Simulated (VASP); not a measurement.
Crystal: TiRuN2.

```
Ti Ru N
1.0
     2.84516    0.00000    0.00000
     0.00000    2.84516    0.00000
     0.00000    0.00000    6.66307
Ti Ru N
1 1 2
Cartesian
  0.0000 0.0000 3.3315
  1.4226 1.4226 0.0000
  0.0000 0.0000 5.8658
  0.0000 0.0000 0.7972
```

The cell was built by a generator and needn't be a form met in nature.

| Item | Value |
| --- | --- |
| Program | VASP 6.6.1 |
| Task | relaxation of cell and atoms |
| Functional | PBE |
| Potentials or basis | VASP PAW PBE potentials, release 64 (Ti_sv, Ru_pv, N) |
| Cutoff | 520 eV |
| k mesh | 5 × 5 × 3 |
| Occupations | gaussian, width 0.15 eV |
| Spin | no spin polarisation |

At the start: pressure -6.3 GPa; volume 13.48 Å³/atom.

Q: Where does the relaxation end?

A: Over 23 steps the energy falls by 584.4 meV/atom and the volume is 12.47 Å³/atom (-7.5 %); space group P4/mmm (No. 123, to 0.05 Å).

Step by step:
| step | energy change (eV) | largest force (eV/Å) | pressure (GPa) | volume (Å³) |
| --- | --- | --- | --- | --- |
| 1 | 0.0000 | 0.2434 | -6.28 | 53.94 |
| 2 | -0.9452 | 0.5144 | -0.97 | 49.71 |
| 3 | 7.9274 | 16.0649 | 193.39 | 35.82 |
| 4 | -0.8637 | 1.6136 | 3.51 | 48.53 |
| 5 | -1.3168 | 5.9336 | 44.12 | 42.37 |
| 6 | -1.6189 | 2.5997 | 15.08 | 45.81 |
| 7 | -1.6548 | 4.2226 | 29.18 | 43.77 |
| 8 | -1.6878 | 3.5465 | 23.28 | 44.52 |
| 9 | -1.8569 | 2.7787 | 23.96 | 44.34 |
| 10 | -1.9075 | 1.1847 | 27.31 | 44.03 |
| 11 | -1.9208 | 1.7736 | 26.55 | 44.13 |
| 12 | -2.0680 | 0.6992 | 19.30 | 45.06 |
| 13 | -2.2231 | 1.1838 | 6.24 | 47.19 |
| 14 | -2.2285 | 1.4873 | 4.02 | 47.64 |
| 15 | -2.2662 | 1.0505 | 2.95 | 48.10 |
| 16 | -2.3171 | 0.4393 | 0.10 | 49.48 |
| 17 | -2.3268 | 0.2918 | -0.09 | 49.63 |
| 18 | -2.3369 | 0.1106 | -0.48 | 50.02 |
| 19 | -2.3372 | 0.0906 | -0.60 | 49.99 |
| 20 | -2.3367 | 0.0271 | -0.42 | 49.92 |
| 21 | -2.3371 | 0.0493 | -0.74 | 49.97 |
| 22 | -2.3371 | 0.0710 | -0.62 | 49.98 |
| 23 | -2.3374 | 0.0561 | 0.05 | 49.88 |

Final structure:
```
Ti Ru N
1.0
     3.12289    0.00000    0.00000
     0.00000    3.12289    0.00000
     0.00000    0.00000    5.11476
Ti Ru N
1 1 2
Direct
  0.00000 0.00000 0.50000
  0.50000 0.50000 0.00000
  0.00000 0.00000 0.87346
  0.00000 0.00000 0.12654
```

Caveat: the k mesh is coarse (spacing up to 0.44 Å⁻¹), so the values aren't converged.
